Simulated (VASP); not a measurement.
Calculation: PBE GGA, VASP's PBE PAW potentials (set 64) (plane waves; VASP).

Input for VASP

### INCAR
```
SYSTEM = Tb
PREC = Accurate
ENCUT = 400
EDIFF = 1E-6
NELM = 100
ALGO = Normal
LREAL = .FALSE.
LASPH = .TRUE.
ISMEAR = 1
SIGMA = 0.1
GGA = PE
LMAXMIX = 6
LWAVE = .FALSE.
LCHARG = .FALSE.
ISIF = 2
ADDGRID = .TRUE.
```

File POSCAR:
```
Tb
3.6720
  0.5000000000  -0.8660253268   0.0000000000
  0.5000000000   0.8660253268   0.0000000000
  0.0000000000   0.0000000000   1.5805555556
Tb
2
Cart
  0.5000000000   0.2886756863   0.3951388889
  0.5000000000  -0.2886756863   1.1854166667
```

### KPOINTS
```
Automatic mesh
0
Gamma
10 10 6
0 0 0
```

POTCAR, in this order: Tb_3 (PBE.64 set). Program: vasp_std.

Output of the run:

### OSZICAR
```
       N       E                     dE             d eps       ncg     rms          rms(c)
DAV:   1     0.360522980746E+02    0.36052E+02   -0.78060E+03  1464   0.101E+03
DAV:   2    -0.734053925638E+01   -0.43393E+02   -0.42466E+02  1596   0.224E+02
DAV:   3    -0.905888753965E+01   -0.17183E+01   -0.15671E+01  1967   0.277E+01
DAV:   4    -0.909548465279E+01   -0.36597E-01   -0.36454E-01  1642   0.423E+00
DAV:   5    -0.909650524081E+01   -0.10206E-02   -0.10203E-02  2079   0.566E-01    0.228E+01
DAV:   6    -0.909379530159E+01    0.27099E-02   -0.24685E-02  1746   0.130E+00    0.136E+01
DAV:   7    -0.910065089554E+01   -0.68556E-02   -0.45221E-02  1734   0.176E+00    0.215E-01
DAV:   8    -0.910029237132E+01    0.35852E-03   -0.24549E-03  1656   0.396E-01    0.580E-02
DAV:   9    -0.910030464744E+01   -0.12276E-04   -0.21755E-04  1841   0.116E-01    0.331E-02
DAV:  10    -0.910029826186E+01    0.63856E-05   -0.34112E-05  1706   0.425E-02    0.415E-02
DAV:  11    -0.910029953417E+01   -0.12723E-05   -0.49844E-06  1651   0.166E-02    0.115E-03
DAV:  12    -0.910029978911E+01   -0.25494E-06   -0.31453E-07   903   0.500E-03
   1 F= -.91002998E+01 E0= -.91007734E+01  d E =0.142093E-02
```

File OUTCAR:
```
------------------------ aborting loop because EDIFF is reached ----------------------------------------
  FORCE on cell =-STRESS in cart. coord.  units (eV):
  Direction    XX          YY          ZZ          XY          YZ          ZX
  --------------------------------------------------------------------------------------
  Total       -0.5321722     -0.5321721     -1.0146505      0.0000000      0.0000000     -0.0000000
  in kB      -12.5809776    -12.5809754    -23.9871514      0.0000000      0.0000000     -0.0000000
  external PRESSURE =     -16.3830348 kB  Pullay stress =       0.0000000 kB
  volume of cell :       67.77
      direct lattice vectors                 reciprocal lattice vectors
     1.836000000 -3.180045000  0.000000000     0.272331155 -0.157230479  0.000000000
     1.836000000  3.180045000  0.000000000     0.272331155  0.157230479  0.000000000
     0.000000000  0.000000000  5.803800000     0.000000000  0.000000000  0.172300906
 POSITION                                       TOTAL-FORCE (eV/Angst)
 -----------------------------------------------------------------------------------
      1.83600      1.06002      1.45095        -0.000000      0.000000      0.000000
      1.83600     -1.06002      4.35285         0.000000     -0.000000      0.000000
 -----------------------------------------------------------------------------------
    total drift:                                0.000004      0.000114     -0.000011
  FREE ENERGIE OF THE ION-ELECTRON SYSTEM (eV)
  ---------------------------------------------------
  free  energy   TOTEN  =        -9.1002997891 eV

  energy  without entropy=       -9.1017207153  energy(sigma->0) =       -9.10077343
```
(Selected blocks of OUTCAR.)

The 4f electrons are frozen in the core of the lanthanide potential, so 4f levels, which can set the real gap, and their magnetism are missing.

The compound is Tb in the hcp structure. The cell was not relaxed at this level. The run is one of a series of settings (ADDGRID = .TRUE. against the base run), some of them coarse on purpose.
